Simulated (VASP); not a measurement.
Input:

```
Al
1.0
    0.00000     2.02500     2.02500
    2.02500     0.00000     2.02500
    2.02500     2.02500     0.00000
Al
1
Direct
  0.00000   0.00000   0.00000
```

Method: rev-vdW-DF2, VASP's PBE PAW potentials (set 64) (plane waves; VASP). Settings: 520 eV cut-off, 14×14×14 Γ-centred mesh, first-order Methfessel-Paxton smearing of 0.10 eV, potentials Al.

The ions, cell shape and volume are relaxed. Predict the relaxed structure.

```
Al
1.0
    0.00000     2.01639     2.01639
    2.01639     0.00000     2.01639
    2.01639     2.01639     0.00000
Al
1
Direct
  0.00000   0.00000   0.00000
```
Space group Fm-3m (225), at a tolerance of 0.03 Å.

How do energy and volume change from the first to the last step?

The energy (σ→0) changes by -0.7 meV/atom and the volume by -1.3 %, in 3 ionic steps.

The compound is Al in the fcc structure. This run relaxes it. Symmetry was kept, so distortions that lower it aren't found.
